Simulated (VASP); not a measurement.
Level of theory: PBE GGA, VASP's PBE PAW potentials (set 64) (plane waves; VASP).

VASP ran on this input.

File KPOINTS:
```
Automatic mesh
0
Gamma
4 4 6
0 0 0
```

### INCAR
```
! general
SYSTEM = SiO2
PREC   = Accurate
ENCUT  = 520   ! plane-wave cut-off (eV)
LREAL  = F   ! projection in real space or not
LASPH  = T   ! aspherical one-centre terms

! electronic loop
EDIFF  = 1E-6   ! SCF stop (eV)
NELM   = 100   ! most electronic steps
ALGO   = Normal

! smearing
ISMEAR = 0
SIGMA  = 0.05

! functional
GGA    = PE

! output
LWAVE  = T
LCHARG = F
```

POSCAR:
```
SiO2
1.0
  4.2330432793   0.0000000000   0.0000000000
  0.0000000000   4.2330432793   0.0000000000
  0.0000000000   0.0000000000   2.6933313633
Si O
2 4
Cart
  0.0000000000   0.0000000000   2.6933313633
  2.1165216397   2.1165216397   1.3466656817
  1.2987378361   1.2987378361   0.0000000000
  3.4152594758   0.8177838035   1.3466656817
  0.8177838035   3.4152594758   1.3466656817
  2.9343054432   2.9343054432   2.6933313633
```

POTCAR, in this order: Si O (PBE.64 set). Program: vasp_std.

Output of the run:

OSZICAR:
```
       N       E                     dE             d eps       ncg     rms          rms(c)
DAV:   1     0.167281951559E+03    0.16728E+03   -0.18158E+04   960   0.154E+03
DAV:   2    -0.437099187803E+02   -0.21099E+03   -0.20361E+03  1300   0.321E+02
DAV:   3    -0.508380127569E+02   -0.71281E+01   -0.71080E+01  1152   0.638E+01
DAV:   4    -0.508920147717E+02   -0.54002E-01   -0.53947E-01  1140   0.633E+00
DAV:   5    -0.508926301432E+02   -0.61537E-03   -0.61525E-03  1108   0.655E-01    0.170E+01
DAV:   6    -0.462680580095E+02    0.46246E+01   -0.18565E+01  1072   0.304E+01    0.757E+00
DAV:   7    -0.462955544902E+02   -0.27496E-01   -0.50530E-01  1140   0.507E+00    0.289E+00
DAV:   8    -0.463097361518E+02   -0.14182E-01   -0.18430E-02  1088   0.140E+00    0.109E+00
DAV:   9    -0.463164118930E+02   -0.66757E-02   -0.84355E-03  1116   0.989E-01    0.268E-01
DAV:  10    -0.463166451336E+02   -0.23324E-03   -0.84079E-04  1116   0.240E-01    0.498E-02
DAV:  11    -0.463166015774E+02    0.43556E-04   -0.19476E-04  1116   0.106E-01    0.767E-03
DAV:  12    -0.463166031865E+02   -0.16091E-05   -0.11368E-05  1104   0.248E-02    0.532E-03
DAV:  13    -0.463166029102E+02    0.27627E-06   -0.21057E-06   664   0.115E-02
   1 F= -.46316603E+02 E0= -.46316603E+02  d E =-.778465E-15
```

File OUTCAR:
```
------------------------ aborting loop because EDIFF is reached ----------------------------------------
  FORCE on cell =-STRESS in cart. coord.  units (eV):
  Direction    XX          YY          ZZ          XY          YZ          ZX
  --------------------------------------------------------------------------------------
  Total        0.0165822      0.0165822      0.0270309     -0.0000000      0.0000000      0.0000000
  in kB        0.5505003      0.5505003      0.8973797     -0.0000000      0.0000000      0.0000000
  external PRESSURE =       0.6661268 kB  Pullay stress =       0.0000000 kB
  volume of cell :       48.26
      direct lattice vectors                 reciprocal lattice vectors
     4.233043279  0.000000000  0.000000000     0.236236659  0.000000000  0.000000000
     0.000000000  4.233043279  0.000000000     0.000000000  0.236236659  0.000000000
     0.000000000  0.000000000  2.693331363     0.000000000  0.000000000  0.371287400
 POSITION                                       TOTAL-FORCE (eV/Angst)
 -----------------------------------------------------------------------------------
      0.00000      0.00000      0.00000         0.000000     -0.000000      0.000000
      2.11652      2.11652      1.34667         0.000000     -0.000000      0.000000
      1.29874      1.29874      0.00000        -0.000938     -0.000938     -0.000000
      3.41526      0.81778      1.34667        -0.000938      0.000938      0.000000
      0.81778      3.41526      1.34667         0.000938     -0.000938     -0.000000
      2.93431      2.93431      0.00000         0.000938      0.000938      0.000000
 -----------------------------------------------------------------------------------
    total drift:                                0.000000     -0.000000     -0.000000
  FREE ENERGIE OF THE ION-ELECTRON SYSTEM (eV)
  ---------------------------------------------------
  free  energy   TOTEN  =       -46.3166029102 eV

  energy  without entropy=      -46.3166029102  energy(sigma->0) =      -46.31660291
```
(Selected blocks of OUTCAR.)

The compound is SiO2 in the rutile structure, stishovite, a high-pressure form. It was relaxed first.
